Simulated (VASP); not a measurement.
Output of a VASP run:

File OUTCAR:
```
 ion  position               nearest neighbor table
   1  0.000  0.000  0.000-
  LATTYP: Found a body centered cubic cell.
 ALAT       =     5.3322806278
 Subroutine PRICEL returns:
 Original cell was already a primitive cell.
 Subroutine GETGRP returns: Found 48 space group operations
The static configuration has the point symmetry O_h .
The dynamic configuration has the point symmetry O_h .
 Subroutine INISYM returns: Found 48 space group operations
 Subroutine IBZKPT returns following result:
 Found     47 irreducible k-points:

 Following reciprocal coordinates:
            Coordinates               Weight
  0.000000  0.000000  0.000000      1.000000
  0.100000  0.000000  0.000000     12.000000
  0.200000  0.000000  0.000000     12.000000
  0.300000  0.000000  0.000000     12.000000
  0.400000  0.000000  0.000000     12.000000
  0.500000  0.000000  0.000000      6.000000
  0.100000  0.100000  0.000000     24.000000
  0.200000  0.100000 -0.000000     48.000000
  0.300000  0.100000 -0.000000     48.000000
  0.400000  0.100000  0.000000     48.000000
  0.200000  0.200000  0.000000     24.000000
  0.300000  0.200000  0.000000     48.000000
  0.400000  0.200000 -0.000000     24.000000
  0.300000  0.300000  0.000000     24.000000
  0.100000  0.100000  0.100000      8.000000
  0.200000  0.100000  0.100000     24.000000
  0.300000  0.100000  0.100000     24.000000
  0.400000  0.100000  0.100000     12.000000
 -0.100000  0.100000  0.100000      6.000000
  0.200000  0.200000  0.100000     24.000000
  0.300000  0.200000  0.100000     48.000000
 -0.200000  0.200000  0.100000     24.000000
  0.300000  0.300000  0.100000      8.000000
 -0.300000  0.300000  0.100000     24.000000
 -0.200000  0.300000  0.100000     24.000000
 -0.400000  0.400000  0.100000     24.000000
 -0.300000  0.400000  0.100000     48.000000
  0.500000  0.500000  0.100000     12.000000
 -0.400000  0.500000  0.100000     48.000000
 -0.300000  0.500000  0.100000     24.000000
 -0.400000 -0.400000  0.100000     24.000000
  0.200000  0.200000  0.200000      8.000000
  0.300000  0.200000  0.200000     12.000000
 -0.200000  0.200000  0.200000      6.000000
 -0.300000  0.300000  0.200000     24.000000
 -0.400000  0.400000  0.200000     24.000000
 -0.300000  0.400000  0.200000     24.000000
  0.500000  0.500000  0.200000     12.000000
 -0.400000  0.500000  0.200000     48.000000
 -0.400000 -0.400000  0.200000      8.000000
   k-points           NKPTS =     47   k-points in BZ     NKDIM =     47   number of bands    NBANDS=      8
   number of dos      NEDOS =    301   number of ions     NIONS =      1
   total plane-waves  NPLWV =  46656
   dimension x,y,z NGX =    36 NGY =   36 NGZ =   36
   dimension x,y,z NGXF=    72 NGYF=   72 NGZF=   72
   ions per type =               1
   PREC   = accura    normal or accurate (medium, high low for compatibility)
   ISTART =      0    job   : 0-new  1-cont  2-samecut
   ICHARG =      2    charge: 1-file 2-atom 10-const
   ISPIN  =      1    spin polarized calculation?
   LNONCOLLINEAR =      F non collinear calculations
   LSORBIT =      F    spin-orbit coupling
   INIWAV =      1    electr: 0-lowe 1-rand  2-diag
   ENCUT  =  520.0 eV  38.22 Ry    6.18 a.u.   8.59  8.59  8.59*2*pi/ulx,y,z
   NELM   =    100;   NELMIN=  2; NELMDL= -5     # of ELM steps
   EDIFF  = 0.1E-06   stopping-criterion for ELM
   LREAL  =      F    real-space projection
   NLSPLINE    = F    spline interpolate recip. space projectors
   LMAXMIX     =    2 max onsite mixed and CHGCAR
   VOSKOWN=      0    Vosko Wilk Nusair interpolation
   EDIFFG = 0.1E-05   stopping-criterion for IOM
   NSW    =      0    number of steps for IOM
   NBLOCK =      1;   KBLOCK =      1    inner block; outer block
   IBRION =     -1    ionic relax: 0-MD 1-quasi-New 2-CG
   NFREE  =      0    steps in history (QN), initial steepest desc. (CG)
...
```

**OSZICAR**
```
       N       E                     dE             d eps       ncg     rms          rms(c)
DAV:   1     0.447486808606E+02    0.44749E+02   -0.36234E+03   752   0.852E+02
DAV:   2     0.397621390122E+00   -0.44351E+02   -0.44158E+02   752   0.211E+02
DAV:   3    -0.100759977036E+01   -0.14052E+01   -0.14034E+01  1184   0.346E+01
DAV:   4    -0.104243372772E+01   -0.34834E-01   -0.34827E-01  1184   0.422E+00
DAV:   5    -0.104281771888E+01   -0.38399E-03   -0.38399E-03  1208   0.338E-01    0.192E+00
DAV:   6    -0.104308715887E+01   -0.26944E-03   -0.14098E-03  1264   0.280E-01    0.118E+00
DAV:   7    -0.104354776203E+01   -0.46060E-03   -0.28218E-03  1208   0.408E-01    0.518E-02
DAV:   8    -0.104361064643E+01   -0.62884E-04   -0.10963E-04  1096   0.144E-01    0.176E-02
DAV:   9    -0.104362577478E+01   -0.15128E-04   -0.14125E-05  1176   0.354E-02    0.696E-03
DAV:  10    -0.104362463664E+01    0.11381E-05   -0.26285E-06  1176   0.158E-02    0.116E-03
DAV:  11    -0.104362460471E+01    0.31923E-07   -0.37345E-08  1016   0.208E-03
   1 F= -.10436246E+01 E0= -.10432803E+01  d E =-.103294E-02
```

**OUTCAR**
```
------------------------ aborting loop because EDIFF is reached ----------------------------------------
  FORCE on cell =-STRESS in cart. coord.  units (eV):
  Direction    XX          YY          ZZ          XY          YZ          ZX
  --------------------------------------------------------------------------------------
  Total       -0.0481742     -0.0481742     -0.0481742     -0.0000000      0.0000000     -0.0000000
  in kB       -1.0181597     -1.0181597     -1.0181597     -0.0000000      0.0000000     -0.0000000
  external PRESSURE =      -1.0181597 kB  Pullay stress =       0.0000000 kB
  volume of cell :       75.81
      direct lattice vectors                 reciprocal lattice vectors
    -2.666140314  2.666140314  2.666140314     0.000000000  0.187537016  0.187537016
     2.666140314 -2.666140314  2.666140314     0.187537016  0.000000000  0.187537016
     2.666140314  2.666140314 -2.666140314     0.187537016  0.187537016  0.000000000
 POSITION                                       TOTAL-FORCE (eV/Angst)
 -----------------------------------------------------------------------------------
      0.00000      0.00000      0.00000         0.000000     -0.000000     -0.000000
 -----------------------------------------------------------------------------------
    total drift:                               -0.000000     -0.000000      0.000000
  FREE ENERGIE OF THE ION-ELECTRON SYSTEM (eV)
  ---------------------------------------------------
  free  energy   TOTEN  =        -1.0436246047 eV

  energy  without entropy=       -1.0425916668  energy(sigma->0) =       -1.04328029
```
(Selected blocks of OUTCAR.)

POSCAR:
```
K
1
   -2.6661403139     2.6661403139     2.6661403139
    2.6661403139    -2.6661403139     2.6661403139
    2.6661403139     2.6661403139    -2.6661403139
K
1
Direct
  0.0000000000   0.0000000000   0.0000000000
```

Q: Reconstruct the remaining input files.

A: Several could match; the one computed here: the input of the run itself, PBE GGA, plane waves, VASP's PBE PAW potentials (set 64).

File KPOINTS:
```
kpoints
0
gamma
 10 10 10
0 0 0
```

### INCAR
```
SYSTEM = K
PREC = Accurate
ENCUT = 520
EDIFF = 1E-7
NELM = 100
ALGO = Normal
LREAL = .FALSE.
LASPH = .TRUE.
ISMEAR = 1
SIGMA = 0.1
GGA = PE
LWAVE = .FALSE.
LCHARG = .FALSE.
ISIF = 2
```

POTCAR, in this order: K_sv (PBE.64 set). Program: vasp_std.

The compound is K in the bcc structure. This cell is one point of a volume scan, at 1.03 of the reference volume.
